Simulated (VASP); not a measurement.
The input files of a VASP run:

INCAR:
```
SYSTEM = Ir2Pt
PREC = Accurate; ENCUT = 300; LREAL = .FALSE.
LASPH = .TRUE.
EDIFF = 1E-6; NELM = 100; ALGO = Normal
LMAXMIX = 6
ISMEAR = 0; SIGMA = 0.1
GGA = PE; GGA_COMPAT = .FALSE.
MAGMOM = 0.0 0.0 0.0 0.0 0.0 0.0 0.0 0.0 0.0
LSORBIT = .TRUE.; LNONCOLLINEAR = .TRUE.
ISIF = 2
LWAVE = .FALSE.; LCHARG = .FALSE.; LORBIT = 11
```

### KPOINTS
```
Automatic mesh
0
Gamma
9 9 9
0 0 0
```

POSCAR:
```
Ir2Pt
1
   -1.6437240000     1.6437240000     4.0230850000
    1.6437240000    -1.6437240000     4.0230850000
    1.6437240000     1.6437240000    -4.0230850000
Pt Ir
1 2
Direct
  0.0000000000   0.0000000000   0.0000000000
  0.3353000000   0.3353000000   0.0000000000
  0.6647000000   0.6647000000   0.0000000000
```

POTCAR, in this order: Pt Ir (PBE.64 set). Program: vasp_ncl.

**Question.** Write an equivalent input for Quantum ESPRESSO's pw.x.

**Answer.** One equivalent input (not run):
```
&CONTROL
  calculation = 'scf'
  pseudo_dir = './pseudo'
  outdir = './out'
  tprnfor = .true.
  tstress = .true.
/
&SYSTEM
  ibrav = 0
  nat = 3
  ntyp = 2
  ecutwfc = 84
  occupations = 'smearing'
  smearing = 'gaussian'
  degauss = 0.00735
  input_dft = 'pbe'
  noncolin = .true.
  lspinorb = .true.
/
&ELECTRONS
  conv_thr = 7.3e-08
  electron_maxstep = 100
/
ATOMIC_SPECIES
  Pt 195.084 Pt.upf
  Ir 192.217 Ir.upf
CELL_PARAMETERS angstrom
    -1.6437240    1.6437240    4.0230850
     1.6437240   -1.6437240    4.0230850
     1.6437240    1.6437240   -4.0230850
ATOMIC_POSITIONS crystal
  Pt   0.0000000  0.0000000  0.0000000
  Ir   0.3353000  0.3353000  0.0000000
  Ir   0.6647000  0.6647000  0.0000000
K_POINTS automatic
  9 9 9 0 0 0
```
Limits of the translation: the potentials are each code's own (VASP's PAW set, PseudoDojo norm-conserving files, fully relativistic, in pw.x), so ENCUT and ecutwfc are chosen apart and not converted; conv_thr bounds pw.x's estimated SCF error, while EDIFF bounds the energy change between steps.

The structure was generated: Ir2Pt was put into an ordered model structure, which need not be its known phase. The cell was not relaxed at this level. The k-mesh is coarse (spacing up to 0.30 per Å, 2π included), so the numbers may not be converged in it. The run is one of a series of settings (GGA_COMPAT = .FALSE., LNONCOLLINEAR = .TRUE., LSORBIT = .TRUE., MAGMOM = 0.0 0.0 0.0 0.0 0.0 0.0 0.0 0.0 0.0, program vasp_ncl against the base run), some of them coarse on purpose.
